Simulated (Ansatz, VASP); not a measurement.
# Cross-check of KF (Carobbiite) between VASP and Ansatz, part 2 of 2

Wanted: the spread between two codes on one cell, functional and k mesh. Of the first pair: The cell is taken from a series of runs on this material, whose earlier steps may have relaxed, scaled, displaced or heated it; both programs get it as it stands.

VASP 6.6.1 and Ansatz 0.2.0.

So far: The structure; VASP: relaxation of cell and atoms, RPBE, pair 1; Ansatz: relaxation of cell and atoms, RPBE, pair 1; Comparison.

### Step 5. VASP: relaxation of cell and atoms, RPBE, pair 2

Level of this step: RPBE; plane waves and PAW (K_sv, F) (VASP).

The relaxed volume is the usual yardstick between codes: in a stiff, nearly cubic crystal its relative difference is about their pressure difference at one cell divided by the bulk modulus. Its start cell is another than that of the pair before, and may be another structure of the material.

INCAR reads:

```
SYSTEM = KF
PREC = Accurate
ENCUT = 600
EDIFF = 1E-07
NELM = 120
ISMEAR = 0
SIGMA = 0.02
LREAL = .FALSE.
ALGO = Normal
GGA = RP
NBANDS = 14
LORBIT = 11
LWAVE = .FALSE.
LCHARG = .FALSE.
ISIF = 3
IBRION = 2
NSW = 80
EDIFFG = -0.005
LASPH = .TRUE.
GGA_COMPAT = .FALSE.
NELMIN = 4
EFERMI = MIDGAP
```

POSCAR reads:

```
KF
1.0
    0.0000000000      2.7907816239      2.7907816239
    2.7907816239      0.0000000000      2.7907816239
    2.7907816239      2.7907816239      0.0000000000
K F
1 1
Direct
    0.0000000000      0.0000000000      0.0000000000
    0.5000000000      0.5000000000      0.5000000000
```

KPOINTS reads:

```
Automatic mesh
0
Gamma
8 8 8
0 0 0
```

The projector-augmented-wave data sets are K_sv and F (PBE family, release 64).

The run is started by

```
> mpirun -np 1 vasp_std
```

Numbers of over 12 decimals in the logs are rounded to 6 here.

The log of the run:

```text
[banner, memory and clock lines left out]
running    1 mpi-ranks, on    1 nodes
[...]
[... a notice as in an earlier step ...]

 LDA part: xc-table for (Slater+PW92), standard interpolation
 POSCAR, INCAR and KPOINTS ok, starting setup
[...]
entering main loop
       N       E                     dE             d eps       ncg     rms          rms(c)
DAV:   1     0.125119066839E+03    0.12512E+03   -0.87771E+03   812   0.121E+03
DAV:   2    -0.353366513030E+01   -0.12865E+03   -0.11670E+03  1046   0.307E+02
DAV:   3    -0.906411782085E+01   -0.55305E+01   -0.55022E+01  1060   0.585E+01
DAV:   4    -0.924372412380E+01   -0.17961E+00   -0.17957E+00  1082   0.902E+00
[...]
DAV:  13    -0.792459758237E+01   -0.24600E-05   -0.11772E-05   836   0.310E-02    0.362E-03
DAV:  14    -0.792459769078E+01   -0.10842E-06   -0.78410E-07   946   0.836E-03    0.501E-04
DAV:  15    -0.792459770577E+01   -0.14986E-07   -0.31270E-08   742   0.186E-03
   1 F= -.79245977E+01 E0= -.79245977E+01  d E =-.792460E+01
[...]
N       E                     dE             d eps       ncg     rms          rms(c)
DAV:   1    -0.792475015989E+01   -0.15247E-03   -0.27102E-03  1004   0.519E-01    0.912E-02
DAV:   2    -0.792462153417E+01    0.12863E-03   -0.50644E-04   950   0.196E-01    0.237E-02
DAV:   3    -0.792460705912E+01    0.14475E-04   -0.24727E-05  1272   0.463E-02    0.137E-02
DAV:   4    -0.792460524197E+01    0.18171E-05   -0.88580E-06  1492   0.211E-02    0.106E-02
DAV:   5    -0.792460712683E+01   -0.18849E-05   -0.57833E-07  1348   0.449E-03    0.157E-03
DAV:   6    -0.792460764369E+01   -0.51686E-06   -0.86069E-08   960   0.259E-03    0.283E-04
DAV:   7    -0.792460777071E+01   -0.12703E-06   -0.45635E-08   508   0.112E-03    0.222E-04
DAV:   8    -0.792460778850E+01   -0.17787E-07   -0.10272E-08   436   0.451E-04
   2 F= -.79246078E+01 E0= -.79246078E+01  d E =-.100827E-04
 trial-energy change:   -0.000010  1 .order   -0.000010   -0.000013   -0.000007
 step:   2.3043(harm=  2.3043)  dis= 0.00000  next Energy=    -7.924612 (dE=-0.145E-04)
 reached required accuracy - stopping structural energy minimisation
```

OUTCAR, selected parts (step 5):

```text
  Total       -0.0074742     -0.0074742     -0.0074742      0.0000000      0.0000000      0.0000000
  in kB       -0.2757280     -0.2757280     -0.2757280      0.0000000      0.0000000      0.0000000
  external PRESSURE =      -0.2757280 kB  Pullay stress =       0.0000000 kB

 POSITION                                       TOTAL-FORCE (eV/Angst)
 -----------------------------------------------------------------------------------
      2.78989     -0.00000      2.78989        -0.000000     -0.000000     -0.000000
      2.78989      2.78989      2.78989         0.000000      0.000000      0.000000
 -----------------------------------------------------------------------------------
    total drift:                                0.000000     -0.000000      0.000000

  FREE ENERGIE OF THE ION-ELECTRON SYSTEM (eV)
  ---------------------------------------------------
  free  energy   TOTEN  =        -7.9246077885 eV

  energy  without entropy=       -7.9246077885  energy(sigma->0) =       -7.92460779

[... 2 parts as in an earlier step ...]

[... 2 further parts left out ...]
[key lines of the parts left out:]
E-fermi :   0.0380
```

### Step 6. Ansatz: relaxation of cell and atoms, RPBE, pair 2

Its own start cell and the same functional, mesh and smearing now go to Ansatz, which takes its cutoff from its data sets.

The two relaxations start from unlike cells of this crystal (the structure described is Ansatz's start), so only their ends are compared.

input.yaml reads:

```yaml
crystal:
  lattice:
    - [0.0, 2.67185, 2.67185]
    - [2.67185, 0.0, 2.67185]
    - [2.67185, 2.67185, 0.0]
  atoms:
    - { symbol: K, position: [0.0, 0.0, 0.0] }
    - { symbol: F, position: [0.5, 0.5, 0.5] }
kpoints:
  mp_grid: { grid: [8, 8, 8] }
hamiltonian:
  xc: rpbe
scf:
  occupations: { method: gaussian, width: 0.02 }
output:
  forces: true
  stress: true
  eigenvalues: true
relax:
  adjacent_minimum: "off"
  f_tol: 0.005
  max_steps: 80
  cell: { stress_tol: 0.05 }
```

The run is started by

```
> ansatz run input.yaml --threads 4 --pin off --max-ram 8192MiB --backend cpu --events-out ev --progress --plain --runs-dir out
```

The log of the run:

```text
[...]
Crystal: 2 atoms, lattice volume = 38.148 Å³
Basis set: ecut = 420 eV, 725 PW (Γ), exchange–correlation on 54×54×54 points (8 copies of the dense FFT grid, shifted against one another)
Bands: 12, of which v1, the nominal top of the filled ones, is band 8 counted from 1 (7 counted from 0)
Symmetry: 48 space group operations
[...]
k-points: 29 of 512
[...]
k-point 28: bands = [... 4 lower, -9.1919, 0.5537, 0.6814, 0.6814, 10.3477, 10.3477, 11.4408, 13.3537]
--- Relaxed structure (5 steps of the walk, 5 accepted, 2 SCFs on fresh bases) ---
[...]
cell:  # Å, volume = 43.4715 Å³
    - [0, 2.790775, 2.790775]
    - [2.790775, 0, 2.790775]
    - [2.790775, 2.790775, 0]
  atoms:
    - { symbol: K, position: [0, 0, 0] }
    - { symbol: F, position: [0.5, 0.5, 0.5] }
[key lines of the parts left out:]
SCF converged after 6 iterations
Free energy (F): -2355.145727 eV
Fermi energy:    3.782595 eV
P = ⅓ Tr σ = 0.0290 GPa (0.290 kbar)
```

### Step 7. Differences

Both answers:

| quantity | Ansatz | VASP | difference |
| --- | --- | --- | --- |
| volume (Å³) | 43.47 | 43.43 | +0.09 % |
| edge a after relaxation, in the typed setting (Å) | 3.947 | 3.946 | +0.03 % |

### Step 8. What came out

```
difference in volume (relaxation of cell and atoms, RPBE, pair 1) : 0.095 %
difference in volume (relaxation of cell and atoms, RPBE, pair 2) : 0.095 %
```

**Reading.** The difference in volume is 0.095 % (relaxation of cell and atoms, RPBE, pair 1), within the 1.2 % picked in this series as the mark of a large difference, as far as the stopping tolerances let one tell. Such differences can come from data sets, numerical settings and the points named under the comparisons, not from the functional's error against experiment.

[Lines on the potential files, build, host, timing and source positions are cut from VASP's logs without a mark.]

[Logs are printed without paths, hosts, clocks, repeated set-up lines and the standing remarks that a program may print on its own settings, such as how far it seeks lower states.]

[Hosts, paths, dates, database ids (printed as entryN), source tags and the programs' standing remarks are cut or masked in the printed files.]
